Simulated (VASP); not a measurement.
Level of theory: LDA (Ceperley-Alder, Perdew-Zunger), VASP's LDA PAW potentials (set 64) (plane waves; VASP 6.6.1).

VASP ran on this input.

POSCAR:
```
ZnS
1
    0.0000000000     2.6492611861     2.6492611861
    2.6492611861     0.0000000000     2.6492611861
    2.6492611861     2.6492611861     0.0000000000
Zn S
1 1
Direct
  0.0000000000   0.0000000000   0.0000000000
  0.2500000000   0.2500000000   0.2500000000
```

### KPOINTS
```
Automatic
0
G
 9 9 9
0 0 0
```

**INCAR**
```
SYSTEM = ZnS
PREC = Accurate
ENCUT = 400
EDIFF = 1E-8
NELM = 100
ALGO = Normal
LREAL = .FALSE.
LASPH = .TRUE.
ISMEAR = 0
SIGMA = 0.01
LMAXMIX = 4
LWAVE = .FALSE.
LCHARG = .FALSE.
LEPSILON = .TRUE.
```

POTCAR, in this order: Zn S (LDA.64 set). Program: vasp_std.

Output

### OUTCAR
```
 ion  position               nearest neighbor table
   1  0.000  0.000  0.000-   2 2.29   2 2.29   2 2.29   2 2.29
   2  0.250  0.250  0.250-   1 2.29   1 2.29   1 2.29   1 2.29
  LATTYP: Found a face centered cubic cell.
 ALAT       =     5.2985223722
 Subroutine PRICEL returns:
 Original cell was already a primitive cell.
 Subroutine GETGRP returns: Found 24 space group operations
The static configuration has the point symmetry T_d .
The dynamic configuration has the point symmetry T_d .
 Subroutine INISYM returns: Found 24 space group operations
 Subroutine IBZKPT returns following result:
 Found     35 irreducible k-points:

 Following reciprocal coordinates:
            Coordinates               Weight
  0.000000  0.000000  0.000000      1.000000
  0.111111  0.000000  0.000000      8.000000
  0.222222  0.000000  0.000000      8.000000
  0.333333  0.000000  0.000000      8.000000
  0.444444  0.000000  0.000000      8.000000
  0.111111  0.111111  0.000000      6.000000
  0.222222  0.111111  0.000000     24.000000
  0.333333  0.111111  0.000000     24.000000
  0.444444  0.111111  0.000000     24.000000
 -0.444444  0.111111  0.000000     24.000000
 -0.333333  0.111111  0.000000     24.000000
 -0.222222  0.111111  0.000000     24.000000
 -0.111111  0.111111  0.000000     12.000000
  0.222222  0.222222  0.000000      6.000000
  0.333333  0.222222  0.000000     24.000000
  0.444444  0.222222  0.000000     24.000000
 -0.444444  0.222222  0.000000     24.000000
 -0.333333  0.222222  0.000000     24.000000
 -0.222222  0.222222  0.000000     12.000000
  0.333333  0.333333  0.000000      6.000000
  0.444444  0.333333  0.000000     24.000000
 -0.444444  0.333333  0.000000     24.000000
 -0.333333  0.333333  0.000000     12.000000
  0.444444  0.444444  0.000000      6.000000
...
```

**OUTCAR**
```


 HEAD OF MICROSCOPIC STATIC DIELECTRIC TENSOR (INDEPENDENT PARTICLE, excluding Hartree and local field effects)
 ------------------------------------------------------
           6.675902     0.000000     0.000000
           0.000000     6.675902     0.000000
           0.000000     0.000000     6.675902
 ------------------------------------------------------

 MACROSCOPIC STATIC DIELECTRIC TENSOR (including local field effects in DFT)
 ------------------------------------------------------
           6.179740     0.000000     0.000000
          -0.000000     6.179740     0.000000
          -0.000000    -0.000000     6.179740
 ------------------------------------------------------

 PIEZOELECTRIC TENSOR (including local field effects)  for field in x, y, z        (e  Angst)
          XX          YY          ZZ          XY          YZ          ZX
  --------------------------------------------------------------------------------
  x     0.00000    -0.00000     0.00000     0.00000    -1.53685     0.00000
  y    -0.00000    -0.00000    -0.00000     0.00000     0.00000    -1.53685
  z    -0.00000    -0.00000     0.00000    -1.53685     0.00000     0.00000

 PIEZOELECTRIC TENSOR (including local field effects)  for field in x, y, z        (C/m^2)
          XX          YY          ZZ          XY          YZ          ZX
  --------------------------------------------------------------------------------
  x     0.00000    -0.00000     0.00000     0.00000    -0.66212     0.00000
  y    -0.00000    -0.00000    -0.00000     0.00000     0.00000    -0.66212
  z    -0.00000    -0.00000     0.00000    -0.66212     0.00000     0.00000

 BORN EFFECTIVE CHARGES (including local field effects) (in |e|, cummulative output)
 ---------------------------------------------------------------------------------
 ion    1
    1     1.91673     0.00000    -0.00000
    2    -0.00000     1.91673     0.00000
    3     0.00000     0.00000     1.91673
 ion    2
    1    -1.91673     0.00000     0.00000
    2     0.00000    -1.91673    -0.00000
    3     0.00000    -0.00000    -1.91673
```
(Selected blocks of OUTCAR.)

The dielectric response may not be converged in the k-mesh; for small gaps it tends to come out too large.

The compound is ZnS in the zinc blende structure. It was relaxed first, which changed the volume by -6 %.
